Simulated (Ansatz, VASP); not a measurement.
# La2Zr3O: VASP beside Ansatz

INCAR

```
SYSTEM = La2Zr3O
PREC = Accurate ; ENCUT = 520
EDIFF = 1E-7 ; ISMEAR = 0
SIGMA = 0.1 ; LREAL = .False.
LASPH = .True. ; NELM = 80
ALGO = Normal ; ISIF = 2
LWAVE = .False. ; LCHARG = .False.
GGA = PE ; NBANDS = 41
```

The input KPOINTS:

```
Automatic mesh
0
Gamma
  6 6 2
  0 0 0
```

Contents of POSCAR:

```
La2Zr3O
1.0
    4.1577466200      0.0000000000      0.0000000000
   -2.0788733100      3.6007142000      0.0000000000
    0.0000000000      0.0000000000      7.7711273400
La Zr O
2 3 1
Direct
    0.6666666700      0.3333333300      0.2354539900
    0.6666666700      0.3333333300      0.7645460100
    0.0000000000      0.0000000000      0.5000000000
    0.3333333300      0.6666666700      0.0000000000
    0.3333333300      0.6666666700      0.5000000000
    0.0000000000      0.0000000000      0.0000000000
```

Input for Ansatz:

```yaml
crystal:
  lattice:
    - [4.15774662, 0.0, 0.0]
    - [-2.07887331, 3.6007142, 0.0]
    - [0.0, 0.0, 7.77112734]
  atoms:
    - { symbol: La, position: [0.66666667, 0.33333333, 0.23545399] }
    - { symbol: La, position: [0.66666667, 0.33333333, 0.76454601] }
    - { symbol: Zr, position: [0.0, 0.0, 0.5] }
    - { symbol: Zr, position: [0.33333333, 0.66666667, 0.0] }
    - { symbol: Zr, position: [0.33333333, 0.66666667, 0.5] }
    - { symbol: O, position: [0.0, 0.0, 0.0] }
basis:
  ecutwfc: 420
kpoints:
  mp_grid: { grid: [6, 6, 2] }
hamiltonian:
  xc: pbe
scf:
  occupations: { method: gaussian, width: 0.1 }
  lower_state_search: "off"
output:
  forces: true
  stress: true
  eigenvalues: true
```

Change from the starting cell: species swapped into the Ce2NiGe3 type (P-6m2, No. 187).

Alike in both runs: task single point; functional PBE; k mesh 6 × 6 × 2; occupations gaussian, width 0.1 eV; no spin polarisation.

|  | VASP | Ansatz |
| --- | --- | --- |
| version | VASP 6.6.1 | Ansatz 0.2.0 |
| potentials or method | VASP PAW PBE potentials, release 64 (La, Zr_sv, O) | scalar-relativistic, plane waves, PAW |
| plane-wave cutoff (eV) | 520 | 420 |
| valence electrons in the cell | 64 | 64 |

```tsv
	VASP	Ansatz	Ansatz less VASP
gap on the k mesh at the Fermi level (eV)	none	none	-
pressure (GPa)	19.4	19.2	-0.20
largest component of the traceless stress (GPa)	3.24	3.10	-0.140
rms of the force components (eV/Å)	0.160	0.161	+0.0011
```

Atom by atom the forces differ by 0.001 eV/Å (rms over components). A gap of «none» marks a metal or a gap that the smearing closes. The functional is the same, so the differences come from potentials, cutoffs and numerics.

Caveats: the k mesh is coarse (spacing up to 0.40 Å⁻¹), so the values aren't converged; so large a pressure means that the cell lies far from this level's equilibrium, or that cutoff or potentials fall short (VASP). Spin-orbit coupling is left out, which matters for the levels of La.
